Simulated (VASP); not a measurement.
The system is Si2W.

```
Si W
1.0
    -1.60690    1.60690    3.91495
     1.60690   -1.60690    3.91495
     1.60690    1.60690   -3.91495
Si W
2 1
Direct
  0.33470 0.33470 0.00000
  0.66530 0.66530 0.00000
  0.00000 0.00000 0.00000
```

- Program: VASP 6.6.1
- Task: relaxation of cell and atoms
- Functional: PBE
- Potentials or basis: VASP PAW PBE potentials, release 64 (Si, W_sv)
- Cutoff: 520 eV
- k mesh: 18 × 18 × 18
- Occupations: methfessel-paxton, width 0.2 eV
- Spin: no spin polarisation

At the start: pressure 3.4 GPa; volume 13.48 Å³/atom.

Q: Where does the relaxation end?

A: Over 8 steps the energy falls by 2.1 meV/atom and the volume is 13.68 Å³/atom (+1.5 %); space group I4/mmm (No. 139, to 0.05 Å).

Step by step:
```tsv
step	energy change (eV)	largest force (eV/Å)	pressure (GPa)	volume (Å³)
1	0.0000	0.0611	3.36	40.44
2	0.0134	0.1030	-5.52	42.11
3	-0.0062	0.0007	-0.01	41.03
4	-0.0062	0.0004	0.06	41.02
5	-0.0062	0.0008	0.04	41.02
6	-0.0062	0.0007	0.05	41.02
7	-0.0062	0.0011	-0.06	41.04
8	-0.0062	0.0001	0.01	41.03
```

Final structure:
```cif
data_structure
_symmetry_space_group_name_H-M 'P 1'
_symmetry_Int_Tables_number 1
_cell_length_a 4.5482
_cell_length_b 4.5482
_cell_length_c 4.5482
_cell_angle_alpha 138.407
_cell_angle_beta 138.407
_cell_angle_gamma 60.281
_cell_volume 41.03
loop_
_atom_site_label
_atom_site_type_symbol
_atom_site_fract_x
_atom_site_fract_y
_atom_site_fract_z
_atom_site_occupancy
Si1 Si 0.33457 0.33457 0.00000 1
Si2 Si 0.66543 0.66543 0.00000 1
W1 W 0.00000 0.00000 0.00000 1
```
